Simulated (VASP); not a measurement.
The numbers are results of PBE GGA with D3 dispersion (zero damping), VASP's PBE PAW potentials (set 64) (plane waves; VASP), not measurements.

VASP ran on this input.

**KPOINTS**
```
kpoints
0
G
11 11 11
```

**INCAR**
```
SYSTEM = PdIn
PREC = Accurate
ENCUT = 520
EDIFF = 1E-7
NELM = 100
ALGO = Normal
LREAL = .FALSE.
LASPH = .TRUE.
ISMEAR = 1
SIGMA = 0.1
GGA = PE
IVDW = 11
LMAXMIX = 4
LWAVE = .FALSE.
LCHARG = .FALSE.
ISIF = 2
```

### POSCAR
```
PdIn
3.3025190
  1.0000000474   0.0000000000   0.0000000000
  0.0000000000   1.0000000474   0.0000000000
  0.0000000000   0.0000000000   1.0000000474
In Pd
1 1
direct
  0.5000000000   0.5000000000   0.5000000000
  0.0000000000   0.0000000000   0.0000000000
```

POTCAR, in this order: In_d Pd (PBE.64 set). Program: vasp_std.

What VASP printed:

### OSZICAR
```
       N       E                     dE             d eps       ncg     rms          rms(c)
DAV:   1     0.159500371494E+03    0.15950E+03   -0.11468E+04  1717   0.195E+03
DAV:   2    -0.146819520376E+01   -0.16097E+03   -0.15630E+03  1820   0.410E+02
DAV:   3    -0.880635951427E+01   -0.73382E+01   -0.72804E+01  1967   0.924E+01
DAV:   4    -0.894325039916E+01   -0.13689E+00   -0.13686E+00  2127   0.123E+01
DAV:   5    -0.895010928418E+01   -0.68589E-02   -0.68588E-02  2435   0.242E+00    0.605E+00
DAV:   6    -0.878893313529E+01    0.16118E+00   -0.39402E-01  2058   0.971E+00    0.285E+00
DAV:   7    -0.875627008147E+01    0.32663E-01   -0.71452E-02  2266   0.503E+00    0.126E+00
DAV:   8    -0.875012962615E+01    0.61405E-02   -0.21164E-02  1862   0.145E+00    0.379E-01
DAV:   9    -0.874943413542E+01    0.69549E-03   -0.19210E-03  2184   0.744E-01    0.488E-02
DAV:  10    -0.874944080290E+01   -0.66675E-05   -0.40825E-05  2250   0.925E-02    0.243E-02
DAV:  11    -0.874944267402E+01   -0.18711E-05   -0.56371E-06  2009   0.250E-02    0.273E-03
DAV:  12    -0.874944306899E+01   -0.39497E-06   -0.40723E-07  2140   0.745E-03    0.239E-03
DAV:  13    -0.874944293256E+01    0.13643E-06   -0.29033E-08  1155   0.209E-03    0.581E-04
DAV:  14    -0.874944287811E+01    0.54451E-07   -0.61233E-09  1057   0.997E-04
   1 F= -.95733173E+01 E0= -.95728513E+01  d E =-.139813E-02
```

**OUTCAR**
```
------------------------ aborting loop because EDIFF is reached ----------------------------------------
 Edisp (eV)   -0.82387
  FORCE on cell =-STRESS in cart. coord.  units (eV):
  Direction    XX          YY          ZZ          XY          YZ          ZX
  --------------------------------------------------------------------------------------
  Total      -0.80253    -0.80253    -0.80253     0.00000     0.00000    -0.00000
  in kB     -35.69726   -35.69726   -35.69726     0.00000     0.00000    -0.00000
  external pressure =      -35.70 kB  Pullay stress =        0.00 kB
  volume of cell :       36.02
      direct lattice vectors                 reciprocal lattice vectors
     3.302519156  0.000000000  0.000000000     0.302799152  0.000000000  0.000000000
     0.000000000  3.302519156  0.000000000     0.000000000  0.302799152  0.000000000
     0.000000000  0.000000000  3.302519156     0.000000000  0.000000000  0.302799152
 POSITION                                       TOTAL-FORCE (eV/Angst)
 -----------------------------------------------------------------------------------
      1.65126      1.65126      1.65126         0.000000      0.000000      0.000000
      0.00000      0.00000      0.00000         0.000000      0.000000      0.000000
 -----------------------------------------------------------------------------------
    total drift:                                0.000000      0.000000      0.000000
  FREE ENERGIE OF THE ION-ELECTRON SYSTEM (eV)
  ---------------------------------------------------
  free  energy   TOTEN  =        -9.5733173460 eV

  energy  without entropy=       -9.5719192142  energy(sigma->0) =       -9.57285130
```
(Selected blocks of OUTCAR.)

The compound is PdIn in the CsCl type structure. This cell is one point of a volume scan, at 1.03 of the reference volume. The electron count is odd and the run is not spin-polarised, which forces a metal.
